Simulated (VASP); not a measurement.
Output of a VASP run:

### OSZICAR
```
       N       E                     dE             d eps       ncg     rms          rms(c)
DAV:   1     0.152459585168E+03    0.15246E+03   -0.10617E+04  2360   0.192E+03
DAV:   2    -0.825773055826E+01   -0.16072E+03   -0.15815E+03  2406   0.413E+02
DAV:   3    -0.175284939913E+02   -0.92708E+01   -0.91835E+01  3836   0.109E+02
DAV:   4    -0.177526707153E+02   -0.22418E+00   -0.22387E+00  2774   0.141E+01
DAV:   5    -0.177630153916E+02   -0.10345E-01   -0.10344E-01  3534   0.274E+00    0.141E+01
DAV:   6    -0.161417638258E+02    0.16213E+01   -0.13302E+01  2636   0.564E+01    0.719E+00
DAV:   7    -0.178476067179E+02   -0.17058E+01   -0.25078E+01  3818   0.509E+01    0.203E+01
DAV:   8    -0.155809910571E+02    0.22666E+01   -0.13531E+01  3500   0.373E+01    0.176E+00
DAV:   9    -0.156135076951E+02   -0.32517E-01   -0.27705E-01  3300   0.541E+00    0.188E+00
DAV:  10    -0.155970696944E+02    0.16438E-01   -0.86334E-02  3556   0.377E+00    0.452E-01
DAV:  11    -0.155958701292E+02    0.11996E-02   -0.63792E-03  2944   0.973E-01    0.251E-01
DAV:  12    -0.155954229434E+02    0.44719E-03   -0.18093E-03  3682   0.383E-01    0.629E-02
DAV:  13    -0.155953882343E+02    0.34709E-04   -0.11390E-04  2762   0.116E-01    0.352E-02
DAV:  14    -0.155953805311E+02    0.77032E-05   -0.47034E-05  3366   0.673E-02    0.366E-03
DAV:  15    -0.155953804610E+02    0.70138E-07   -0.12308E-06  2622   0.136E-02    0.150E-03
DAV:  16    -0.155953804957E+02   -0.34756E-07   -0.88762E-08  1512   0.423E-03
   1 F= -.16248433E+02 E0= -.16247981E+02  d E =-.135818E-02
```

File OUTCAR:
```
------------------------ aborting loop because EDIFF is reached ----------------------------------------
  Edisp (eV):   -0.65305
  FORCE on cell =-STRESS in cart. coord.  units (eV):
  Direction    XX          YY          ZZ          XY          YZ          ZX
  --------------------------------------------------------------------------------------
  Total       0.89723     0.89723     0.89723     0.00000     0.00000     0.00000
  in kB      57.76308    57.76308    57.76308     0.00000     0.00000     0.00000
  external pressure =       57.76 kB  Pullay stress =        0.00 kB
  volume of cell :       24.89
      direct lattice vectors                 reciprocal lattice vectors
     2.919589512  0.000000000  0.000000000     0.342513903  0.000000000  0.000000000
     0.000000000  2.919589512  0.000000000     0.000000000  0.342513903  0.000000000
     0.000000000  0.000000000  2.919589512     0.000000000  0.000000000  0.342513903
 POSITION                                       TOTAL-FORCE (eV/Angst)
 -----------------------------------------------------------------------------------
      0.00000      0.00000      0.00000         0.000000      0.000000      0.000000
      1.45979      1.45979      1.45979         0.000000      0.000000      0.000000
 -----------------------------------------------------------------------------------
    total drift:                                0.000000      0.000000     -0.000000
  FREE ENERGIE OF THE ION-ELECTRON SYSTEM (eV)
  ---------------------------------------------------
  free  energy   TOTEN  =       -16.2484334304 eV

  energy  without entropy=      -16.2470752547  energy(sigma->0) =      -16.24798071
```
(Selected blocks of OUTCAR.)

File POSCAR:
```
TiCo
1
    2.9195895119     0.0000000000     0.0000000000
    0.0000000000     2.9195895119     0.0000000000
    0.0000000000     0.0000000000     2.9195895119
Ti Co
1 1
Direct
  0.0000000000   0.0000000000   0.0000000000
  0.5000000000   0.5000000000   0.5000000000
```

Problem. Reconstruct the remaining input files.

Solution. One answer among several that fit: the input of the run itself, PBE GGA with D4 dispersion, plane waves, VASP's PBE PAW potentials (set 64).

### KPOINTS
```
K-points
0
Gamma
  12 12 12
```

**INCAR**
```
SYSTEM  =  TiCo
PREC  =  Accurate; ENCUT  =  520; LREAL  =  .FALSE.
LASPH  =  .TRUE.
EDIFF  =  1E-7; NELM  =  100; ALGO  =  Normal
LMAXMIX  =  4
ISMEAR  =  1; SIGMA  =  0.1
GGA  =  PE; IVDW  =  13
ISIF  =  2
LWAVE  =  .FALSE.; LCHARG  =  .FALSE.
```

POTCAR, in this order: Ti_sv Co (PBE.64 set). Program: vasp_std.

The compound is TiCo in the CsCl type structure. This cell is one point of a volume scan, at 0.97 of the reference volume. The run is not spin-polarised, so no magnetic state was tried. The electron count is odd and the run is not spin-polarised, which forces a metal.
